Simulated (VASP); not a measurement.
```
WC
1.0
    1.46198    -2.53222     0.00000
    1.46198     2.53222     0.00000
    0.00000     0.00000     2.85091
W C
1 1
Direct
  0.00000   0.00000   0.00000
  0.33333   0.66667   0.50000
```

Level of theory: PBE GGA, VASP's PBE PAW potentials (set 64) (plane waves; VASP). Settings: 620 eV cut-off, 14×14×13 Γ-centred mesh, first-order Methfessel-Paxton smearing of 0.10 eV, potentials W_sv C.

**Question.** The ions, cell shape and volume at an external pressure of 5.0 GPa are relaxed. Which structure does the run end with?

**Answer.** 
```
WC
1.0
    1.45532    -2.52069     0.00000
    1.45532     2.52069     0.00000
    0.00000     0.00000     2.84077
W C
1 1
Direct
  0.00000   0.00000   0.00000
  0.33333   0.66667   0.50000
```
Space group P-6m2 (187), at a tolerance of 0.03 Å.

**Question.** How do energy and volume change from the first to the last step?

**Answer.** The energy (σ→0) changes by +2.0 meV/atom and the volume by -1.3 %, in 7 ionic steps.

The compound is WC in the wc structure. This run relaxes it under an external pressure of 5 GPa. Symmetry was kept, so distortions that lower it aren't found.
